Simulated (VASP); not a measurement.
# TeW2 (Fm-3m) in VASP: notebook

One crystal, TeW2, is run at these levels: PBE, RPBE, AM05, PBE+D4; tasks: relaxation of cell and atoms, electron localisation function.

All numbers are computed with VASP 6.6.1; they aren't measurements. Logs are shortened: lines on timing, memory, paths and dates and some standing lists are left out, and cuts for length are marked.

### 1 The crystal as given

It takes space group Fm-3m (No. 225, cubic). The conventional cell has a = 6.260 Å, b = 6.260 Å, c = 6.260 Å, α = 90.00°, β = 90.00°, γ = 90.00°. Around Te (site symmetry m-3m) lie 8 W at 2.71 Å. Around W (site symmetry -43m) lie 4 Te at 2.71 Å.

The cell was built by a generator and needn't be a form met in nature.

### 2 Relaxation of cell and atoms, PBE

File INCAR:

```
ALGO     = Normal         # electronic algorithm
EDIFF    = 1E-7           # SCF threshold, eV
EDIFFG   = -0.01          # ionic threshold
ENCUT    = 600            # plane-wave cutoff, eV
GGA      = PE             # functional
IBRION   = 2              # ionic algorithm
ISIF     = 3              # what is computed and relaxed
ISMEAR   = 1              # smearing method
LASPH    = True           # aspherical terms in the spheres
LCHARG   = False          # write CHGCAR
LREAL    = False          # projectors in reciprocal space
LWAVE    = False          # write WAVECAR
NELM     = 80             # most SCF steps
NSW      = 60             # ionic steps
PREC     = Accurate       # precision mode
SIGMA    = 0.1            # smearing width, eV
```

File KPOINTS:

```
k-points
0
Gamma
  7 7 7
```

File POSCAR:

```
TeW2
1.0
    0.0000000000      3.1299451300      3.1299451300
    3.1299451300      0.0000000000      3.1299451300
    3.1299451300      3.1299451300      0.0000000000
Te W
1 2
Direct
    0.0000000000      0.0000000000      0.0000000000
    0.2500000000      0.2500000000      0.2500000000
    0.7500000000      0.7500000000      0.7500000000
```

Potentials or basis: VASP PAW PBE potentials, release 64 (Te, W_sv).

Started as:

```bash
$ cat potpaw_PBE.64/Te/POTCAR potpaw_PBE.64/W_sv/POTCAR > POTCAR
$ mpirun -np 1 vasp_std > vasp.out
```

OUTCAR:

```text
EDIFF = 1E-7
   EDIFFG = -0.01
   ENCUT = 600
   GGA = PE
   IBRION = 2
   ISIF = 3
   ISMEAR = 1
   LASPH = True
   LREAL = False
   NELM = 80
   NSW = 60
   PREC = Accurate

 ion  position               nearest neighbor table
   1  0.000  0.000  0.000-   2 2.71   3 2.71   3 2.71   3 2.71   3 2.71   2 2.71   2 2.71   2 2.71

   2  0.250  0.250  0.250-   1 2.71   1 2.71   1 2.71   1 2.71   3 3.13   3 3.13   3 3.13   3 3.13
                             3 3.13   3 3.13
   3  0.750  0.750  0.750-   1 2.71   1 2.71   1 2.71   1 2.71   2 3.13   2 3.13   2 3.13   2 3.13
                             2 3.13   2 3.13

  LATTYP: Found a face centered cubic cell.
 ALAT       =     6.2598902600

  Lattice vectors:

 A1 = (   0.0000000000,   3.1299451300,   3.1299451300)
 A2 = (   3.1299451300,   0.0000000000,   3.1299451300)
 A3 = (   3.1299451300,   3.1299451300,   0.0000000000)

Analysis of symmetry for initial positions (statically):
=====================================================================
 Subroutine PRICEL returns:
 Original cell was already a primitive cell.

 Routine SETGRP: Setting up the symmetry group for a
 face centered cubic supercell.

 Subroutine GETGRP returns: Found 48 space group operations
 (whereof 48 operations were pure point group operations)
 out of a pool of 48 trial point group operations.

The static configuration has the point symmetry O_h .

Analysis of symmetry for dynamics (positions and initial velocities):
=====================================================================
 Subroutine PRICEL returns:
 Original cell was already a primitive cell.

 Routine SETGRP: Setting up the symmetry group for a
 face centered cubic supercell.

 Subroutine GETGRP returns: Found 48 space group operations
 (whereof 48 operations were pure point group operations)
 out of a pool of 48 trial point group operations.

The dynamic configuration has the point symmetry O_h .

 Subroutine INISYM returns: Found 48 space group operations
 (whereof 48 operations are pure point group operations),
 and found     1 'primitive' translations

----------------------------------------------------------------------------------------

                                     Primitive cell

  volume of cell :      61.3254

  direct lattice vectors                    reciprocal lattice vectors
     0.000000000  3.129945130  3.129945130    -0.159747209  0.159747209  0.159747209
     3.129945130  0.000000000  3.129945130     0.159747209 -0.159747209  0.159747209
     3.129945130  3.129945130  0.000000000     0.159747209  0.159747209 -0.159747209

  length of vectors
     4.426410852  4.426410852  4.426410852     0.276690283  0.276690283  0.276690283

  position of ions in fractional coordinates (direct lattice)
     0.000000000  0.000000000  0.000000000
     0.250000000  0.250000000  0.250000000
     0.750000000  0.750000000  0.750000000

  ion indices of the primitive-cell ions
   primitive index   ion index
                 1           1
                 2           2
                 3           3

----------------------------------------------------------------------------------------

 KPOINTS: k-points

Automatic generation of k-mesh.
 Grid dimensions read from file:
 generate k-points for:    7    7    7

 Generating k-lattice:

  Cartesian coordinates                     Fractional coordinates (reciprocal lattice)
    -0.022821030  0.022821030  0.022821030     0.142857143  0.000000000  0.000000000
     0.022821030 -0.022821030  0.022821030     0.000000000  0.142857143  0.000000000
     0.022821030  0.022821030 -0.022821030     0.000000000  0.000000000  0.142857143

  Length of vectors
     0.039527183  0.039527183  0.039527183

  Shift w.r.t. Gamma in fractional coordinates (k-lattice)
     0.000000000  0.000000000  0.000000000

 Subroutine IBZKPT returns following result:
 ===========================================

 Found     20 irreducible k-points:

 Following reciprocal coordinates:
            Coordinates               Weight
  0.000000  0.000000  0.000000      1.000000
  0.142857  0.000000  0.000000      8.000000
  0.285714  0.000000  0.000000      8.000000
  0.428571  0.000000  0.000000      8.000000
  0.142857  0.142857  0.000000      6.000000
  0.285714  0.142857  0.000000     24.000000
[... 12 lines left out ...]
 -0.428571  0.428571  0.142857     24.000000
 -0.285714  0.428571  0.142857     24.000000
   k-points           NKPTS =     20   k-points in BZ     NKDIM =     20   number of bands    NBANDS=     21
   number of dos      NEDOS =    301   number of ions     NIONS =      3
   total plane-waves  NPLWV =  46656
   dimension x,y,z NGX =    36 NGY =   36 NGZ =   36
   dimension x,y,z NGXF=    72 NGYF=   72 NGZF=   72
   ions per type =               1   2
   NGX,Y,Z   is equivalent  to a cutoff of  13.52, 13.52, 13.52 a.u.
   NGXF,Y,Z  is equivalent  to a cutoff of  27.04, 27.04, 27.04 a.u.
 SYSTEM =  unknown system
   PREC   = accura    normal or accurate (medium, high low for compatibility)
   ISTART =      0    job   : 0-new  1-cont  2-samecut
   ICHARG =      2    charge: 1-file 2-atom 10-const
   ISPIN  =      1    spin polarized calculation?
   LNONCOLLINEAR =      F non collinear calculations
   LSORBIT =      F    spin-orbit coupling
   LASPH  =      T    aspherical Exc in radial PAW
   ENCUT  =  600.0 eV  44.10 Ry    6.64 a.u.   8.84  8.84  8.84*2*pi/ulx,y,z
   NELM   =     80;   NELMIN=  2; NELMDL= -5     # of ELM steps
   EDIFF  = 0.1E-06   stopping-criterion for ELM
   LREAL  =      F    real-space projection
   EDIFFG = -.1E-01   stopping-criterion for IOM
   NSW    =     60    number of steps for IOM
   IBRION =      2    ionic relax: 0-MD 1-quasi-New 2-CG
   NFREE  =      1    steps in history (QN), initial steepest desc. (CG)
   ISIF   =      3    stress and relaxation
   ISYM   =      2    0-nonsym 1-usesym 2-fastsym
   POTIM  = 0.5000    time-step for ionic-motion
   TEBEG  =    0.0;   TEEND  =   0.0 temperature during run
   PSTRESS=    0.0 pullay stress
   NELECT =      34.0000    total number of electrons
   NUPDOWN=      -1.0000    fix difference up-down
   EMIN   =  10.00;   EMAX   =-10.00  energy-range for DOS
   EFERMI =   0.00;   METHOD = LEGACY
   ISMEAR =     1;   SIGMA  =   0.10  broadening in eV -4-tet -1-fermi 0-gaus
   EFERMI_NEDOS =   21; number of points for ismear=-14 and -15
   IALGO  =     38    algorithm
   IMIX   =      4    mixing-type and parameters
     AMIX     =   0.40;   BMIX     =  1.00
     AMIX_MAG =   1.60;   BMIX_MAG =  1.00
  volume/ion in A,a.u.               =      20.44       137.95
  Fermi-wavevector in a.u.,A,eV,Ry     =   1.344893  2.541479 24.609365  1.808737
  Thomas-Fermi vector in A             =   2.472850
   LORBIT       =      0    0 simple, 1 ext, 2 COOP (PROOUT), +10 PAW based schemes
   GGA     = PE    functional components
   LHFCALC =     F    Hartree Fock is set to
   AEXX    =    0.0000 exact exchange contribution
   IVDW    =     0    specifies the selected vdW correction
   LEPSILON=     F    determine dielectric tensor
   LRPA    =     F    only Hartree local field effects (RPA)
 conjugate gradient relaxation of ions
 non-spin polarized calculation
 Methfessel and Paxton  Order N= 1 SIGMA  =   0.10
  energy-cutoff  :      600.00
  volume of cell :       61.33
 maximum number of plane-waves:      2085
   NGX = 17   NGY = 17   NGZ = 17

--------------------------------------- Ionic step        1  -------------------------------------------

 number of electron      34.0000001 magnetization

 Free energy of the ion-electron system (eV)
  ---------------------------------------------------
  ext. energy  EPLUGINS =         0.00000000
  ---------------------------------------------------
  free energy    TOTEN  =       -24.29298386 eV

  energy without entropy =      -24.29318818  energy(sigma->0) =      -24.29305197

------------------------ aborting loop because EDIFF is reached ----------------------------------------

  FORCE on cell =-STRESS in cart. coord.  units (eV):
  Direction    XX          YY          ZZ          XY          YZ          ZX
  --------------------------------------------------------------------------------------
  -------------------------------------------------------------------------------------
  Total       -0.3536781     -0.3536781     -0.3536781      0.0000000      0.0000000      0.0000000
  in kB       -9.2401404     -9.2401404     -9.2401404      0.0000000      0.0000000      0.0000000
  external PRESSURE =      -9.2401404 kB  Pullay stress =       0.0000000 kB

 VOLUME and BASIS-vectors are now :
 -----------------------------------------------------------------------------
  energy-cutoff  :      600.00
  volume of cell :       61.33
      direct lattice vectors                 reciprocal lattice vectors
     0.000000000  3.129945130  3.129945130    -0.159747209  0.159747209  0.159747209
     3.129945130  0.000000000  3.129945130     0.159747209 -0.159747209  0.159747209
     3.129945130  3.129945130  0.000000000     0.159747209  0.159747209 -0.159747209
[... 38 lines left out ...]
 POSITION                                       TOTAL-FORCE (eV/Angst)
 -----------------------------------------------------------------------------------
      0.00000      3.11214      3.11214        -0.000000     -0.000000     -0.000000
      1.55607      1.55607      1.55607         0.000000     -0.000000     -0.000000
      4.66822      4.66822      4.66822         0.000000      0.000000      0.000000
 -----------------------------------------------------------------------------------
    total drift:                                0.000000      0.000000      0.000000

  FREE ENERGIE OF THE ION-ELECTRON SYSTEM (eV)
  ---------------------------------------------------
  free  energy   TOTEN  =       -24.2900998981 eV

  energy  without entropy=      -24.2897968405  energy(sigma->0) =      -24.28999888

--------------------------------------- Ionic step        3  -------------------------------------------

 number of electron      34.0000000 magnetization

 Free energy of the ion-electron system (eV)
  ---------------------------------------------------
  ext. energy  EPLUGINS =         0.00000000
  ---------------------------------------------------
  free energy    TOTEN  =       -24.29402496 eV

  energy without entropy =      -24.29388131  energy(sigma->0) =      -24.29397708

 E-fermi :   9.8441     XC(G=0): -11.8298

 val. band max:        9.8297273554   @ k =   0.1429   0.0000   0.0000
 cond. band min:       9.8685800512   @ k =  -0.4286   0.1429   0.0000
 fundamental gap:      0.0388526958
 Fermi energy:         9.8440537735

 k-point     1 :       0.0000    0.0000    0.0000
  band No.  band energies     occupation
      1     -64.1105      2.00000
      2     -64.0787      2.00000
      3     -28.4448      2.00000
      4     -28.4448      2.00000
      5     -28.4448      2.00000
      6     -28.2476      2.00000
[... 13 lines left out ...]
     20      13.4376      0.00000
     21      13.9358      0.00000
[... 476 lines left out ...]
 POSITION                                       TOTAL-FORCE (eV/Angst)
 -----------------------------------------------------------------------------------
      0.00000      0.00000      0.00000        -0.000000     -0.000000      0.000000
      1.56192      1.56192      1.56192         0.000000     -0.000000     -0.000000
      4.68577      4.68577      4.68577        -0.000000      0.000000      0.000000
 -----------------------------------------------------------------------------------
    total drift:                                0.000000      0.000000      0.000000

  FREE ENERGIE OF THE ION-ELECTRON SYSTEM (eV)
  ---------------------------------------------------
  free  energy   TOTEN  =       -24.2940249639 eV

  energy  without entropy=      -24.2938813089  energy(sigma->0) =      -24.29397708

 reached required accuracy - stopping structural energy minimisation
```

Run time: 76 s. Hardware: 1 thread of Intel Xeon Platinum 8488C (Sapphire Rapids), shared host; peak memory 0.22 GiB.

What came out:

| Item | Value |
| --- | --- |
| Free energy | -24.2940 eV |
| Relaxed volume | 20.32 Å³/atom |
| Relaxed cell | a = 4.418 Å, b = 4.418 Å, c = 4.418 Å, α = 60.00°, β = 60.00°, γ = 60.00° |
| Space group after relaxing (to 0.05 Å) | Fm-3m (No. 225) |
| Energy gained by relaxing | 0.3 meV/atom |
| Ionic steps | 3 |
| Pressure after relaxing | 0.0 GPa |
| Band gap on the k mesh | none (metal or under the smearing width) |

The path:
```tsv
step	energy change (eV)	largest force (eV/Å)	pressure (GPa)	volume (Å³)
1	0.0000	0.0000	-0.92	61.33
2	0.0029	0.0000	1.87	60.28
3	-0.0010	0.0000	0.01	60.97
```

Final structure:
```
CELL_PARAMETERS angstrom
0.00000 3.12385 3.12385
3.12385 0.00000 3.12385
3.12385 3.12385 0.00000
ATOMIC_POSITIONS crystal
Te 0.00000 0.00000 0.00000
W 0.25000 0.25000 0.25000
W 0.75000 0.75000 0.75000
```

### 3 Relaxation of cell and atoms, RPBE

File INCAR:

```
SYSTEM = TeW2
  ALGO = Normal
  EDIFF = 1E-6
  EDIFFG = -0.01
  ENCUT = 600
  GGA = RP
  IBRION = 2
  ISIF = 3
  ISMEAR = 1
  LASPH = .TRUE.
  LCHARG = .FALSE.
  LREAL = .FALSE.
  LWAVE = .FALSE.
  NELM = 60
  NSW = 60
  PREC = Accurate
  SIGMA = 0.1
```

File KPOINTS:

```
k-points
0
G
  7 7 7
  0 0 0
```

POSCAR is that of step 2.

Potentials or basis: VASP PAW PBE potentials, release 64 (Te, W_sv).

Started as:

```bash
$ cat potpaw_PBE.64/Te/POTCAR potpaw_PBE.64/W_sv/POTCAR > POTCAR
$ mpirun -np 1 vasp_std > vasp.out
```

Run time: 61 s. Hardware: 1 thread of Intel Xeon Platinum 8488C (Sapphire Rapids), shared host; peak memory 0.22 GiB.

It converged, with:

| Quantity | Value |
| --- | --- |
| Free energy | -22.8021 eV |
| Relaxed volume | 20.61 Å³/atom |
| Relaxed cell | a = 4.439 Å, b = 4.439 Å, c = 4.439 Å, α = 60.00°, β = 60.00°, γ = 60.00° |
| Space group after relaxing (to 0.05 Å) | Fm-3m (No. 225) |
| Energy gained by relaxing | 0.7 meV/atom |
| Ionic steps | 3 |
| Pressure after relaxing | 0.0 GPa |
| Band gap on the k mesh | none (metal or under the smearing width) |

The path:
```
step  energy change (eV)  largest force (eV/Å)  pressure (GPa)  volume (Å³)
   1              0.0000                0.0000            1.32        61.33
   2              0.0057                0.0000           -2.47        62.83
   3             -0.0021                0.0000            0.02        61.83
```

Final structure:
```
Te W
1.0
     0.00000    3.13859    3.13859
     3.13859    0.00000    3.13859
     3.13859    3.13859    0.00000
Te W
1 2
Direct
  0.00000 0.00000 0.00000
  0.25000 0.25000 0.25000
  0.75000 0.75000 0.75000
```

Levels at points of the mesh, in eV from the Fermi level:
```csv
k point,band 13,band 14,band 15,band 16,band 17,band 18,band 19,band 20,band 21
"(0.00, 0.00, 0.00)",-3.18,-3.18,-0.75,1.48,1.48,1.48,3.51,3.51,4.03
```

Caveat: the PAW data sets were made with another functional, which shifts forces and pressure a little. The run has no spin-orbit coupling, so splittings on Te, W are missing.

(Continued in part 2 of 2.)
